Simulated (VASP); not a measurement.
A convergence study with VASP on K (space group Im-3m): one setting is varied, all else stays as given below, so the limit is that of these other settings.

```
K
1.0
   -2.65320     2.65320     2.65320
    2.65320    -2.65320     2.65320
    2.65320     2.65320    -2.65320
K
1
Cartesian
  0.00000   0.00000   0.00000
```

These are PBE GGA, VASP's PBE PAW potentials (set 64) (plane waves; VASP) values and carry that method's errors. The tightest run used: 300 eV cut-off, 21×21×21 Γ-centred mesh, Fermi-Dirac smearing of 0.10 eV, potentials K_sv.

| setting | E (eV/atom) | pressure (GPa) | irreducible k-points |
|---|---|---|---|
| 2×2×2 mesh | -0.4824 | 0.17 | 3 |
| 3×3×3 mesh | -1.1398 | -0.29 | 4 |
| 4×4×4 mesh | -0.9922 | -0.09 | 8 |

Question: These are the cheaper rows. Estimate the results at 21×21×21 mesh, and how far the last row shown lies from them.

Answer: 
```json
[
 {"quantity": "E (eV/atom)", "tightest run": "-1.0453", "last row shown is off by": "0.0531"},
 {"quantity": "pressure (GPa)", "tightest run": "-0.17", "last row shown is off by": "0.08"}
]
```

Left out are rungs that failed or repeat a setting and relaxations that didn't move; long series are thinned to 24 rows.

The structure is a typed K crystal (space group no. 229). The cell was not relaxed at this level.
